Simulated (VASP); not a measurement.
Runs of VASP 6.6.1 on COH2. The cell holds a molecule in a box, 4 atoms: a = 12.495 Å, b = 12.995 Å, c = 13.495 Å, α = 90.00°, β = 90.00°, γ = 90.00°. 

```csv
level,potentials or basis,cutoff (eV),grid for exact exchange (PRECFOCK),screening parameter,gap on the mesh (eV),largest force (eV/Å)
PBE,"VASP PAW PBE potentials, release 64 (C, O, H)",400,-,-,3.52,0.03
LDA,"VASP PAW LDA potentials, release 64 (C, O, H)",400,-,-,3.35,0.77
rev-vdW-DF2,"VASP PAW PBE potentials, release 64 (C, O, H)",400,-,-,3.54,0.10
PBE+D3(BJ),"VASP PAW PBE potentials, release 64 (C, O, H)",520,-,-,3.52,0.03
RPBE+D3(BJ),"VASP PAW PBE potentials, release 64 (C, O, H)",400,-,-,3.58,(b)
PBE+D4,"VASP PAW PBE potentials, release 64 (C, O, H)",400,-,-,3.52,0.03
PBEsol,"VASP PAW PBE potentials, release 64 (C, O, H)",400,-,-,3.46,(a)
optB86b-vdW,"VASP PAW PBE potentials, release 64 (C, O, H)",400,-,-,3.56,0.07
RPBE,"VASP PAW PBE potentials, release 64 (C, O, H)",400,-,-,3.58,0.40
HSE06+D3(BJ),"VASP PAW PBE potentials, release 64 (C, O, H)",400,Fast,0.2 1/A,5.60,1.05
PBE+D3,"VASP PAW PBE potentials, release 64 (C, O, H)",400,-,-,3.52,0.04
```

Alike in all rows: task single point; no spin polarisation; cell as given; k mesh 1 × 1 × 1; smearing gaussian 0.01 eV.

Fill in the values left out.

(a) 0.28; (b) 0.37.

Caveats: the standard files for N, O and F lose accuracy on very short bonds; the PAW data sets were made with another functional, which shifts forces and pressure a little (some runs).

A k mesh can miss the band edges.

Not every run made on this cell is shown here.
